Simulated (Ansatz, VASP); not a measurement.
**Cross-check of Sn between VASP and Ansatz**

One calculation is typed for both programs; each brings its own data sets. How far apart do they land? The cell is taken from a series of runs on this material, whose earlier steps may have relaxed, scaled, displaced or heated it; both programs get it as it stands.

Main program and level: Ansatz 0.2.0; plane waves, with VASP 6.6.1 beside it; relaxation of cell and atoms at PBEsol.

### 1. Starting point

The structure is tetragonal, space group I4_1/amd (No. 141). The conventional cell has a = 5.820 Å, b = 5.820 Å, c = 3.174 Å, α = 90.00°, β = 90.00°, γ = 90.00°. Nearest to Sn lie 6 Sn at 3.02 to 3.17 Å.

Structure file:

```cif
data_structure
_symmetry_space_group_name_H-M 'I4_1/amd:1'
_symmetry_Int_Tables_number 141
_cell_length_a 5.8201
_cell_length_b 5.8201
_cell_length_c 3.1739
_cell_angle_alpha 90.000
_cell_angle_beta 90.000
_cell_angle_gamma 90.000
_cell_volume 107.51
loop_
_atom_site_label
_atom_site_type_symbol
_atom_site_symmetry_multiplicity
_atom_site_Wyckoff_symbol
_atom_site_fract_x
_atom_site_fract_y
_atom_site_fract_z
_atom_site_occupancy
Sn1 Sn 4 a 0.00000 0.50000 0.25000 1
```

### 2. Ansatz: relaxation of cell and atoms, PBEsol

Ansatz runs on its PAW soft_1 files.

The relaxed volume is the usual yardstick between codes: in a stiff, nearly cubic crystal its relative difference is about their pressure difference at one cell divided by the bulk modulus.

input.yaml reads:

```yaml
crystal:
  lattice:
    - [-2.9100404526, 2.9100404526, 1.5869420105]
    - [2.9100404526, -2.9100404526, 1.5869420105]
    - [2.9100404526, 2.9100404526, -1.5869420105]
  atoms:
    - { symbol: Sn, position: [0.75, 0.25, 0.5] }
    - { symbol: Sn, position: [0.0, 0.0, 0.0] }
kpoints:
  mp_grid: { grid: [16, 16, 16] }
hamiltonian:
  xc: pbesol
  pseudopotentials: { kind: paw, azcp: { folder: soft_1 }, xc_functional: pbe }
scf:
  occupations: { method: methfessel_paxton, width: 0.2 }
output:
  forces: true
  stress: true
  eigenvalues: true
relax:
  adjacent_minimum: "off"
  f_tol: 0.001
  max_steps: 60
  cell: { stress_tol: 0.01 }
```

Run with:

```console
ansatz run input.yaml --threads 4 --pin off --max-ram 16384MiB --backend cpu --events-out ev --progress --plain --runs-dir out
```

Numbers of over 12 decimals in the logs are rounded to 6 here.

Output:

```text
Engine: ansatz 0.2.0, aarch64-unknown-linux-gnu
Pseudopotentials: kind: paw
Pseudopotential: Sn, paw, valence charge 14, recommended cutoff 420 eV (normal), soft_1/Sn.paw.azcp
Functional definition: PBEsol
  exchange = pbesol_x
  correlation = pbesol_c
Crystal: 2 atoms, lattice volume = 53.755 Å³
Basis set: ecut = 420 eV, 1061 PW (Γ), exchange–correlation on 60×60×60 points (8 copies of the dense FFT grid, shifted against one another)
Bands: 18, of which v1, the nominal top of the filled ones, is band 14 counted from 1 (13 counted from 0)
Symmetry: 16 space group operations
Space group: I41/amd (ITA 141), of the structure as read, at distance tolerance 3.8e-5 Å
k-points: 349 of 4096
Non-local potential: Sn, projectors of the file, l = 0: 2, l = 1: 2, l = 2: 2, l = 3: 1
PAW form: soft (Blöchl's): semilocal exchange-correlation on the pseudo side does not see the compensation charge
PAW frozen core: Sn, regenerated for the run's functional, and the local potential with it (the file was generated under x = pbe(κ = 0.804, μ = 0.219515), c = pbe(β = 0.066725))
PAW one-centre angular grid: Sn, 590 points (default); XC on 64 Gauss nodes
Initial density: superposition of atomic densities (chi_scale 0.1, normalization cell)
Initial wavefunctions: pseudopotential atomic-orbital guess
Functional: x = pbesol(κ = 0.804, μ = 0.123457), c = pbesol(β = 0.046)
SCF iter   1: F=—  HF=-11899.736575 eV  |F-HF|=—  |Δ(HF+E_count)|=         —  Δρ=1.48e-2  dr2=1.13e-1  ethr=3.10e-3  ⟨swp⟩=5.6  Hψ=31340  notcnv=0
preconditioner: auto → Kerker (q_TF=auto, 2.447 Å⁻¹)  [metal: Δε(μ)=0.013 eV  Ē_g=19.933 eV  σ=0.200 eV  W_gap=0.05  n_scr=16 (ndim 8)  ℏωp=26.8 eV  f_vac=0.000  D(μ)=0.86/eV (n_scr^D=4)]
SCF iter   2: F=—  HF=-11899.712220 eV  |F-HF|=—  |Δ(HF+E_count)|=   2.44e-2  S|Δr|=    0.00e0  Δρ=9.37e-3  dr2=4.20e-2  ethr=4.03e-4  ⟨swp⟩=1.0  Hψ=9114  notcnv=0
SCF iter   3: F=—  HF=-11899.705475 eV  |F-HF|=—  |Δ(HF+E_count)|=   6.75e-3  S|Δr|=    0.00e0  Δρ=1.72e-3  dr2=1.25e-3  ethr=1.50e-4  ⟨swp⟩=2.0  Hψ=11161  notcnv=0
SCF iter   4: F=—  HF=-11899.705388 eV  |F-HF|=—  |Δ(HF+E_count)|=   8.63e-5  S|Δr|=    0.00e0  Δρ=1.56e-4  dr2=7.78e-6  ethr=4.48e-6  ⟨swp⟩=1.2  Hψ=7084  notcnv=0
SCF iter   5: F=—  HF=-11899.705407 eV  |F-HF|=—  |Δ(HF+E_count)|=   1.82e-5  S|Δr|=    0.00e0  Δρ=4.28e-5  dr2=1.25e-6  ethr=2.78e-8  ⟨swp⟩=2.0  Hψ=11230  notcnv=0
SCF iter   6: F=-11899.705406 eV  HF=-11899.705406 eV  |F-HF|=1.48e-8  |Δ(HF+E_count)|=   5.29e-7  S|Δr|=    0.00e0  Δρ=8.77e-6  dr2=6.20e-8  ethr=3.57e-10  ⟨swp⟩=5.0  Hψ=34423  notcnv=0
SCF 1 converged in 6 iterations: F = -11899.705406 eV  dr2 = 6.20e-8
  greatest PAW one-centre occupation: 0.991 electrons in one spin orbital (limit 2), on the Sn atom at site 1 (counted from 0), in its partial waves of l = 2
relax step   1: F+E_penalty+E_count = -11899.70540602 eV  Δ(F+E_penalty+E_count) = +0.000e0 eV  max|allowed force component| = 3.469e-18 eV/Å  Δτ_max = 0.0000 Å  P = +0.002 GPa  Ω = 53.755 Å³  (6 SCF iters, dr2 threshold 1.00e-7 eV, accepted)
[...]
relax step   2: F+E_penalty+E_count = -11899.70648719 eV  Δ(F+E_penalty+E_count) = -1.081e-3 eV  max|allowed force component| = 1.041e-17 eV/Å  Δτ_max = 0.0000 Å  P = -0.023 GPa  Ω = 53.760 Å³  energy of the carried Pulay correction = +3.396e-7 eV  (4 SCF iters, dr2 threshold 2.00e-7 eV, accepted)
[...]
relax step   3: F+E_penalty+E_count = -11899.70651390 eV  Δ(F+E_penalty+E_count) = -2.671e-5 eV  max|allowed force component| = 8.674e-18 eV/Å  Δτ_max = 0.0000 Å  P = +0.023 GPa  Ω = 53.714 Å³  energy of the carried Pulay correction = +3.004e-6 eV  (3 SCF iters, dr2 threshold 3.16e-8 eV, accepted)
[...]
relax step   4: F+E_penalty+E_count = -11899.70651381 eV  Δ(F+E_penalty+E_count) = +9.158e-8 eV  max|allowed force component| = 1.561e-17 eV/Å  Δτ_max = 0.0000 Å  P = -0.008 GPa  Ω = 53.744 Å³  energy of the carried Pulay correction = +1.329e-6 eV  (3 SCF iters, dr2 threshold 2.40e-9 eV, accepted)
[...]
relax step   5: F+E_penalty+E_count = -11899.70651361 eV  Δ(F+E_penalty+E_count) = +1.989e-7 eV  max|allowed force component| = 1.388e-17 eV/Å  Δτ_max = 0.0000 Å  P = -0.008 GPa  Ω = 53.744 Å³  stress off target by 9.71e-3 GPa  SCF on the basis re-selected at this cell (its energy is not comparable with the rows above)  (6 SCF iters)
basis re-selected at this cell: Δ(F+E_penalty+E_count) = +1.989e-7 eV, ΔP = -0.000 GPa vs the last step (what re-selecting the basis moved, of the pressure what is left beyond the Pulay correction that the steps carried, after the strain that the cell walked since its last selection, with what the two solves' SCF thresholds leave and, on support functions, any second-order correction that the steps lacked; it is no m [...]
SCF converged after 6 iterations
Stability not checked: this state was not tested for a lower state beside it, because cold or Methfessel-Paxton smearing, or corrected tetrahedra, fill the levels in a way that the test cannot read (fill_not_monotonic; see scf.lower_state_search)
Free energy (F): -11899.706514 eV
Harris-Foulkes:  -11899.706514 eV  (|F-HF|=3.64e-12)
Internal energy: -11899.706500 eV  (E = F + TS)
E sigma→0 (E₀):  -11899.706510 eV
Entropy (-TS):   -0.000014 eV (-0.007 meV/atom)
Fermi energy:    10.794616 eV
--- Per-component energies (eV) ---
  E_band       = -161.338364
  E_kinetic    = 336.227768
  E_local      = -2008.239978  (includes V_loc(G=0)·N_el)
  E_nonlocal   = 293.809745
  E_hartree    = 1012.330323
  E_xc         = -249.884778
  E_vxc        = -161.394383  (∫ρ·V_xc dr)
  E_paw        = -8591.326409  (= ΣΔE_a)
  E_vpaw       = -646.402734  (= ΣTr[D̂ρ^β])
  E_aug_tail   = 0.000580  (compensation charges beyond the density's cutoff)
  E_ewald      = -2693.193430
  E_core_change = 0.569679  (= ΣΔE_core)
  E_smearing   = -0.000014  (= −TS)
  E_closure    = 0.000000  (closes the sum)
  Σ components = -11899.706514   (vs F -11899.706514, Δ=0.00e0)
--- Forces (eV/Å), atoms counted from 1 ---
  atom   1  Sn     0.00000000     0.00000000     0.00000000
  atom   2  Sn    -0.00000000    -0.00000000    -0.00000000
  max |Σ_I F_I| component: 1.04e-17 eV/Å
--- Stress (GPa, compression-positive) ---
       -0.009712       0.000000       0.000000
        0.000000      -0.009712      -0.000000
        0.000000      -0.000000      -0.004665
  P = ⅓ Tr σ = -0.0080 GPa (-0.080 kbar)
--- Band table (eV; the first three rows and the last of 349) ---
  k-point 0: bands = [... 10 lower, -0.4311, 7.0620, 8.7491, 8.7491, 13.6907, 16.9708, 16.9708, 17.8486]
  k-point 1: bands = [... 10 lower, -0.3958, 6.7280, 8.7913, 9.0138, 13.8565, 16.6111, 16.7555, 17.8967]
  k-point 2: bands = [... 10 lower, -0.2901, 6.0433, 8.9175, 9.5006, 14.3436, 15.8905, 16.2220, 17.7550]
  k-point 348: bands = [... 10 lower, 3.1574, 3.1574, 5.9086, 5.9086, 16.0399, 16.0399, 20.1265, 20.1265]
--- Relaxed structure (4 steps of the walk, 4 accepted, 1 SCFs on fresh bases) ---
  F+E_penalty+E_count = -11899.70651361 eV   max|allowed force component| = 1.388e-17 eV/Å   (the final SCF, on the basis selected at the relaxed cell)
  cell:  # Å, volume = 53.7441 Å³
    - [-2.920579, 2.920579, 1.575189]
    - [2.920579, -2.920579, 1.575189]
    - [2.920579, 2.920579, -1.575189]
  atoms:
    - { symbol: Sn, position: [0.75, 0.250000, 0.5] }
    - { symbol: Sn, position: [0, 0, 0] }
```

### 3. VASP: relaxation of cell and atoms, PBEsol

The same cell, functional, mesh and smearing now go to VASP, with its own data sets.

Lines of VASP's logs that name or quote its potential files are left out, and so is its time.

INCAR reads:

```
SYSTEM = Sn
PREC = Accurate
ENCUT = 500
EDIFF = 1E-07
NELM = 120
ISMEAR = 1
SIGMA = 0.2
LREAL = .FALSE.
ALGO = Normal
GGA = PS
NBANDS = 20
LORBIT = 11
LWAVE = .FALSE.
LCHARG = .FALSE.
ISIF = 3
IBRION = 2
NSW = 80
EDIFFG = -0.005
LASPH = .TRUE.
GGA_COMPAT = .FALSE.
NELMIN = 4
KPAR = 2
```

POSCAR reads:

```
Sn
1.0
   -2.9100400000      2.9100400000      1.5869420000
    2.9100400000     -2.9100400000      1.5869420000
    2.9100400000      2.9100400000     -1.5869420000
Sn
2
Direct
    0.7500000000      0.2500000000      0.5000000000
    0.0000000000      0.0000000000      0.0000000000
```

KPOINTS reads:

```
Automatic mesh
0
Gamma
16 16 16
0 0 0
```

The projector-augmented-wave data sets are Sn_d (PBE family, release 64).

Run with:

```console
mpirun -np 2 vasp_std
```

Output:

```text
[banner, memory and clock lines left out]
running    2 mpi-ranks, on    1 nodes
 distrk:  each k-point on    1 cores,    2 groups
 distr:  one band on    1 cores,    1 groups

 POSCAR found type information on POSCAR Sn
 POSCAR found :  1 types and       2 ions
|                                                                             |
|               ----> ADVICE to this user running VASP <----                  |
|                                                                             |
|     You enforced a specific xc type in the INCAR file but a different       |
|     [... a line on the potential file left out ...]
|     I HOPE YOU KNOW WHAT YOU ARE DOING!                                     |
|                                                                             |

 LDA part: xc-table for (Slater+PW92), standard interpolation
 POSCAR, INCAR and KPOINTS ok, starting setup
 FFT: planning ... GRIDC
 FFT: planning ... GRID_SOFT
 FFT: planning ... GRID
 WAVECAR not read
 entering main loop
       N       E                     dE             d eps       ncg     rms          rms(c)
DAV:   1     0.213192728777E+03    0.21319E+03   -0.14269E+04 14100   0.214E+03
DAV:   2     0.124652065075E+02   -0.20073E+03   -0.19719E+03 14040   0.446E+02
DAV:   3    -0.791140893517E+01   -0.20377E+02   -0.20193E+02 15844   0.135E+02
DAV:   4    -0.854055557586E+01   -0.62915E+00   -0.62862E+00 15884   0.264E+01
DAV:   5    -0.856643728404E+01   -0.25882E-01   -0.25881E-01 19344   0.499E+00    0.248E+00
DAV:   6    -0.853264165016E+01    0.33796E-01   -0.51777E-02 19144   0.339E+00    0.133E+00
DAV:   7    -0.852232454296E+01    0.10317E-01   -0.25958E-02 19000   0.238E+00    0.193E-01
DAV:   8    -0.852176681100E+01    0.55773E-03   -0.22733E-03 17644   0.679E-01    0.312E-02
DAV:   9    -0.852177237864E+01   -0.55676E-05   -0.65874E-05 18880   0.770E-02    0.132E-02
DAV:  10    -0.852177166952E+01    0.70912E-06   -0.52786E-06 18016   0.280E-02    0.135E-03
DAV:  11    -0.852177180014E+01   -0.13062E-06   -0.42777E-07 16028   0.839E-03    0.111E-03
DAV:  12    -0.852177164676E+01    0.15338E-06   -0.22599E-08  9476   0.174E-03    0.138E-04
DAV:  13    -0.852177164584E+01    0.91813E-09   -0.53581E-09  8896   0.885E-04
   1 F= -.85217716E+01 E0= -.85219314E+01  d E =-.852177E+01
[...]
2 F= -.85227375E+01 E0= -.85227964E+01  d E =-.965880E-03
[...]
3 F= -.85228736E+01 E0= -.85228758E+01  d E =-.110195E-02
[...]
4 F= -.85228741E+01 E0= -.85228726E+01  d E =-.110247E-02
[...]
5 F= -.85228736E+01 E0= -.85228686E+01  d E =-.110196E-02
 curvature:  -0.92 expect dE=-0.114E-04 dE for cont linesearch -0.385E-06
 ZBRENT: bracketing found
 ZBRENT: accuracy reached
 trial: gam= 0.02618 g(F)=  0.587E-48 g(S)=  0.124E-04 ort =-0.242E-04 (trialstep = 0.111E+01)
 search vector abs. value=  0.121E-04
 bond charge predicted
       N       E                     dE             d eps       ncg     rms          rms(c)
DAV:   1    -0.852319276672E+01   -0.31922E-03   -0.66101E-03 16052   0.132E+00    0.949E-02
DAV:   2    -0.852294337713E+01    0.24939E-03   -0.42468E-04 17168   0.339E-01    0.427E-02
DAV:   3    -0.852288403908E+01    0.59338E-04   -0.16881E-04 19072   0.204E-01    0.550E-03
DAV:   4    -0.852287963980E+01    0.43993E-05   -0.73163E-06 16196   0.327E-02    0.170E-03
DAV:   5    -0.852287895406E+01    0.68574E-06   -0.33951E-07 15364   0.585E-03    0.805E-04
DAV:   6    -0.852287882686E+01    0.12719E-06   -0.69274E-08  7880   0.410E-03    0.289E-04
DAV:   7    -0.852287880981E+01    0.17050E-07   -0.12554E-08  7444   0.146E-03
   6 F= -.85228788E+01 E0= -.85228710E+01  d E =-.520802E-05
 trial-energy change:   -0.000005  1 .order   -0.000004   -0.000013    0.000006
 step:   0.8684(harm=  0.7789)  dis= 0.00000  next Energy=    -8.522879 (dE=-0.581E-05)
 reached required accuracy - stopping structural energy minimisation
```

OUTCAR, selected parts (step 3):

```text
ion  position               nearest neighbor table
   1  0.750  0.250  0.500-   2 3.02   2 3.02   2 3.02   2 3.02
   2  0.000  0.000  0.000-   1 3.02   1 3.02   1 3.02   1 3.02

  LATTYP: Found a body centered tetragonal cell.
 ALAT       =     5.8200800000
 C/A-ratio  =     0.5453333975

 Subroutine GETGRP returns: Found 16 space group operations
 (whereof  8 operations were pure point group operations)

The static configuration has the point symmetry D_2d.
 The point group associated with its full space group is D_4h.

 Found    349 irreducible k-points:

   k-points           NKPTS =    349   k-points in BZ     NKDIM =    349   number of bands    NBANDS=     20

   dimension x,y,z NGX =    32 NGY =   32 NGZ =   32
   dimension x,y,z NGXF=    64 NGYF=   64 NGZF=   64

   ENCUT  =  500.0 eV  36.75 Ry    6.06 a.u.   8.04  8.04  8.04*2*pi/ulx,y,z

   NELECT =      28.0000    total number of electrons

 k-points in reciprocal lattice and weights: Automatic mesh
   0.00000000  0.00000000  0.00000000       0.000
   0.06250000 -0.00000000  0.00000000       0.002
   0.12500000 -0.00000000  0.00000000       0.002
   0.18750000 -0.00000000  0.00000000       0.002
   0.25000000 -0.00000000  0.00000000       0.002
   0.31250000  0.00000000 -0.00000000       0.002
   0.37500000 -0.00000000  0.00000000       0.002
   0.43750000  0.00000000 -0.00000000       0.002
   0.50000000 -0.00000000  0.00000000       0.001
[...]
-0.43750000 -0.43750000  0.43750000       0.000
   0.50000000  0.50000000  0.50000000       0.000

 average (electrostatic) potential at core
       1 -98.7811       2 -98.7811

 E-fermi :   7.9485

 k-point     1 :       0.0000    0.0000    0.0000
  band No.  band energies     occupation
    ...
     10     -13.1071      2.00000
     11      -3.2846      2.00000
     12       4.2179      2.00000
     13       5.8993      2.00000
     14       5.8993      2.00000
     15      10.8458     -0.00000
     16      14.1271      0.00000
     17      14.1271      0.00000
     18      15.0121      0.00000
     19      15.1138      0.00000
    ...

 k-point     2 :       0.0625   -0.0000    0.0000
  band No.  band energies     occupation
    ...
     10     -13.1098      2.00000
     11      -3.2056      2.00000
     12       4.0964      2.00000
     13       5.9071      2.00000
     14       6.1723      2.00000
     15      10.9790     -0.00000
     16      13.7650      0.00000
     17      14.1389      0.00000
     18      14.3476      0.00000
     19      14.3990      0.00000
    ...

 k-point     3 :       0.1250   -0.0000    0.0000
  band No.  band energies     occupation
    ...
     10     -13.1175      2.00000
     11      -2.9683      2.00000
     12       3.8831      2.00000
     13       5.9380      2.00000
     14       6.8336      2.00000
     15      11.3656     -0.00000
     16      12.4545      0.00000
     17      12.9366      0.00000
     18      13.5172      0.00000
     19      14.0775      0.00000
    ...

  Total       -0.0071935     -0.0071935      0.0002208      0.0000000      0.0000000      0.0000000
  in kB       -0.2146372     -0.2146372      0.0065886      0.0000000      0.0000000      0.0000000
  external PRESSURE =      -0.1408952 kB  Pullay stress =       0.0000000 kB

  energy-cutoff  :      500.00
  volume of cell :       53.70
      direct lattice vectors                 reciprocal lattice vectors
    -2.919868882  2.919868882  1.574552464     0.000000000  0.171240566  0.317550549
     2.919868882 -2.919868882  1.574552464     0.171240566  0.000000000  0.317550549
     2.919868882  2.919868882 -1.574552464     0.171240566  0.171240566  0.000000000

 POSITION                                       TOTAL-FORCE (eV/Angst)
 -----------------------------------------------------------------------------------
      0.00000      2.91987      0.78728         0.000000      0.000000      0.000000
      0.00000      5.83974      0.00000        -0.000000     -0.000000     -0.000000
 -----------------------------------------------------------------------------------
    total drift:                               -0.000000     -0.000000      0.000000

  FREE ENERGIE OF THE ION-ELECTRON SYSTEM (eV)
  ---------------------------------------------------
  free  energy   TOTEN  =        -8.5228788098 eV

  energy  without entropy=       -8.5228555133  energy(sigma->0) =       -8.52287104

 reached required accuracy - stopping structural energy minimisation

 total charge
# of ion       s       p       d       tot
------------------------------------------
    1        1.230   1.021   9.979  12.230
    2        1.230   1.021   9.979  12.230
--------------------------------------------------
tot          2.461   2.042  19.958  24.461

[... 3 further parts left out ...]
```

CONTCAR:

```
Sn
   1.00000000000000
    -2.9198688815679481    2.9198688815679481    1.5745524637827231
     2.9198688815679481   -2.9198688815679481    1.5745524637827231
     2.9198688815679481    2.9198688815679481   -1.5745524637827231
  Sn
     2
Direct
     0.7500000000000000    0.2500000000000000    0.5000000000000000
     1.0000000000000000    0.0000000000000000    1.0000000000000000
```

The run keeps the 16 symmetry operations of its start, so it cannot find a distortion of lower symmetry.

### 4. Differences

Known differences besides the potentials themselves: the cutoff is 420 eV in Ansatz and 500 eV in VASP; Ansatz makes its cores anew for this functional, VASP keeps those of its PBE data sets; Ansatz adds a Pulay correction to the stress that steers its cell, VASP none. Total energies have different zeros and are not compared.

The two programs side by side:

```csv
quantity,Ansatz,VASP,difference
volume (Å³),53.74,53.70,+0.09 %
"edge a after relaxation, in the typed setting (Å)",4.420,4.419,+0.03 %
```

### 5. Results

- difference in volume (relaxation of cell and atoms, PBEsol): 0.089 %

In words: The difference in volume is 0.089 % (relaxation of cell and atoms, PBEsol), within the 1.2 % picked in this series as the mark of a large difference, as far as the stopping tolerances let one tell. How closely two codes agree says nothing of how well the functional describes the real material.

[Lines on the potential files, build, host, timing and source positions are cut from VASP's logs without a mark.]

[Logs are printed without paths, hosts, clocks, repeated set-up lines and the standing remarks that a program may print on its own settings, such as how far it seeks lower states.]

[Hosts, paths, dates, database ids (printed as entryN), source tags and the programs' standing remarks are cut or masked in the printed files.]
